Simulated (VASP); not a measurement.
Input:

```
GaP
1.0
    0.00000     2.66937     2.66937
    2.66937     0.00000     2.66937
    2.66937     2.66937     0.00000
Ga P
1 1
Direct
  0.00000   0.00000   0.00000
  0.25000   0.25000   0.25000
```

All values below come from r2SCAN meta-GGA, VASP's PBE PAW potentials (set 64) (plane waves; VASP). Numerical set-up: 520 eV cut-off, 8×8×8 Γ-centred mesh, Gaussian smearing of 0.050 eV, potentials Ga_d P.

Task: Predict the energy per atom (σ→0), pressure, band gap (on the k-mesh) with the smallest direct gap where there is one.

Result: 
- band gap (on the k-mesh): 1.78 eV
- smallest direct gap (on the k-mesh): 2.90 eV
- energy per atom (σ→0): -10.709 eV/atom
- pressure: 6.27 GPa

The compound is GaP in the zinc blende structure. This cell is one point of a volume scan, at 0.94 of the reference volume.
